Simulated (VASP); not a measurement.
Data:

```xyz
4
Lattice="3.9530 0.0000 0.0000 0.0000 3.9530 0.0000 0.0000 0.0000 6.9604" Properties=species:S:1:pos:R:3 pbc="T T T"
In     0.0000     1.9765     0.0000
In     1.9765     0.0000     3.4802
As     0.0000     0.0000     1.7401
As     0.0000     0.0000     5.2203
```

The numbers are results of PBE GGA, VASP's PBE PAW potentials (set 64) (plane waves; VASP), not measurements. Run with 400 eV cut-off, 1×1×1 Γ-centred mesh, Gaussian smearing of 0.050 eV, potentials In_d As.

Problem. What does the run give for the energy per atom (σ→0), pressure?

Solution. 
- energy per atom (σ→0): -0.850 eV/atom
- pressure: 27.42 GPa

The structure was generated: InAs was put into the PtS type (P4_2/mmc), which need not be its known phase. The cell was not relaxed at this level. The k-mesh is coarse (spacing up to 1.59 per Å, 2π included), so the numbers may not be converged in it. The run is one of a series of settings (KPOINTS 1×1×1 Γ-centred mesh against the base run), some of them coarse on purpose.
